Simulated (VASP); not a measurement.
A run of VASP 6.6.1 is set up as follows.

File INCAR:

```
PREC = Accurate
ENCUT = 520
EDIFF = 1E-7
ISMEAR = 0
SIGMA = 0.03
LREAL = F
LASPH = T
NELM = 80
ALGO = Normal
ISIF = 2
LWAVE = F
LCHARG = F
LMAXMIX = 4
GGA = PS
NBANDS = 146
ICORELEVEL = 1
KPAR = 4
```

KPOINTS

```
Automatic mesh
0
Gamma
  4 4 4
```

The input POSCAR:

```
Sc7AlF24                                
1.0
   -7.9604084266      0.0000000000      0.0000000000
    0.0000000000      0.0000000000      7.9604084266
    0.0000000000      7.9604084266      0.0000000000
  Al              Sc              F             
     1     7    24
Direct
     0.5000000000000000    0.0000000000000000    0.0000000000000000
     0.5000000000000000    0.5000000000000000    0.0000000000000000
     0.5000000000000000    0.0000000000000000    0.5000000000000000
     0.5000000000000000    0.5000000000000000    0.5000000000000000
     0.0000000000000000    0.0000000000000000    0.0000000000000000
     0.0000000000000000    0.5000000000000000    0.0000000000000000
     0.0000000000000000    0.0000000000000000    0.5000000000000000
     0.0000000000000000    0.5000000000000000    0.5000000000000000
     0.2651455653915775    0.0000000000000000    0.0000000000000000
     0.2507074254206572    0.5000000000000000    0.0000000000000000
     0.2507074254206572    0.0000000000000000    0.5000000000000000
     0.2501468998141689    0.5000000000000000    0.5000000000000000
     0.7348544346084225    0.0000000000000000    0.0000000000000000
     0.7492925745793428    0.5000000000000000    0.0000000000000000
     0.7492925745793428    0.0000000000000000    0.5000000000000000
     0.7498531001858311    0.5000000000000000    0.5000000000000000
     0.5000000000000000    0.0000000000000000    0.2348544346084225
     0.5000000000000000    0.5000000000000000    0.2492925745793428
     0.5000000000000000    0.0000000000000000    0.7651455653915775
     0.5000000000000000    0.5000000000000000    0.7507074254206572
     0.0000000000000000    0.0000000000000000    0.2492925745793428
     0.0000000000000000    0.5000000000000000    0.2498531001858311
     0.0000000000000000    0.0000000000000000    0.7507074254206572
     0.0000000000000000    0.5000000000000000    0.7501468998141689
     0.5000000000000000    0.2348544346084225    0.0000000000000000
     0.5000000000000000    0.7651455653915775    0.0000000000000000
     0.5000000000000000    0.2492925745793428    0.5000000000000000
     0.5000000000000000    0.7507074254206572    0.5000000000000000
     0.0000000000000000    0.2492925745793428    0.0000000000000000
     0.0000000000000000    0.7507074254206572    0.0000000000000000
     0.0000000000000000    0.2498531001858311    0.5000000000000000
     0.0000000000000000    0.7501468998141689    0.5000000000000000
```

Contents of KPOINTS_OPT:

```
explicit points
4
Reciprocal
 0.0000000000  0.0000000000  0.0000000000 1
 0.5000000000  0.5000000000  0.0000000000 1
 0.5000000000  0.5000000000  0.5000000000 1
 0.0000000000  0.5000000000  0.0000000000 1
```

Potentials or basis: VASP PAW PBE potentials, release 64 (Al, Sc_sv, F).

Launch:

```sh
$ cat potpaw_PBE.64/Al/POTCAR potpaw_PBE.64/Sc_sv/POTCAR potpaw_PBE.64/F/POTCAR > POTCAR
$ mpirun -np 4 vasp_std > vasp.out
```

(1) Predict the band gap on the k mesh.

(2) Predict the band gap along the path.

Results:

(1) 5.83 eV, direct.

(2) 5.83 eV, direct.
